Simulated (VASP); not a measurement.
Calculation: LDA (Ceperley-Alder, Perdew-Zunger), VASP's LDA PAW potentials (set 64) (plane waves; VASP). Each cell was relaxed at this level.

Task: Which of these has an unstable (imaginary) mode at Γ?
(A) GaP, P6_3mc (186)
(B) CdI2, P-3m1 (164)
(C) KTaO3, Pm-3m (221)
(D) BaTiO3, Pm-3m (221)

Result: D, BaTiO3, Pm-3m (221). Its optical Γ-point modes are 155i (×3), 186 (×3), 291 (×3), 477 (×3) cm⁻¹.
